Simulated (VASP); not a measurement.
Input for VASP

**KPOINTS**
```
Automatic mesh
0
Gamma
19 19 19
0 0 0
```

**POSCAR**
```
Cu
1
    0.0000000000     1.8028051306     1.8028051306
    1.8028051306    -0.0000000000     1.8028051306
    1.8028051306     1.8028051306    -0.0000000000
Cu
1
Direct
  0.0000000000   1.0000000000   0.0000000000
```

**INCAR**
```
AGGAC = 0.0
ALGO = Normal
EDIFF = 1E-7
ENCUT = 520
GGA = MK
ISIF = 2
ISMEAR = -5
LASPH = .TRUE.
LCHARG = .TRUE.
LMAXMIX = 4
LORBIT = 11
LREAL = .FALSE.
LUSE_VDW = .TRUE.
LWAVE = .FALSE.
NEDOS = 601
NELM = 100
PARAM1 = 0.1234568
PARAM2 = 0.7114
PREC = Accurate
SYSTEM = Cu
ZAB_VDW = -1.8867
```

POTCAR, in this order: Cu (PBE.64 set). Program: vasp_std.

Task: Translate this rev-vdW-DF2 calculation to Quantum ESPRESSO's pw.x.

Result: One equivalent input (not run):
```
&CONTROL
  calculation = 'scf'
  pseudo_dir = './pseudo'
  outdir = './out'
  tprnfor = .true.
  tstress = .true.
/
&SYSTEM
  ibrav = 0
  nat = 1
  ntyp = 1
  ecutwfc = 92
  occupations = 'tetrahedra'
  input_dft = 'vdw-df2-b86r'
/
&ELECTRONS
  conv_thr = 7.3e-09
  electron_maxstep = 100
/
ATOMIC_SPECIES
  Cu 63.546 Cu.upf
CELL_PARAMETERS angstrom
     0.0000000    1.8028051    1.8028051
     1.8028051   -0.0000000    1.8028051
     1.8028051    1.8028051   -0.0000000
ATOMIC_POSITIONS crystal
  Cu   0.0000000  1.0000000  0.0000000
K_POINTS automatic
  19 19 19 0 0 0
```
The two are equivalent in intent, not identical: the potentials are each code's own (VASP's PAW set, PseudoDojo norm-conserving files in pw.x), so ENCUT and ecutwfc are chosen apart and not converted; conv_thr bounds pw.x's estimated SCF error, while EDIFF bounds the energy change between steps.

The compound is Cu in the fcc structure. It was relaxed first.
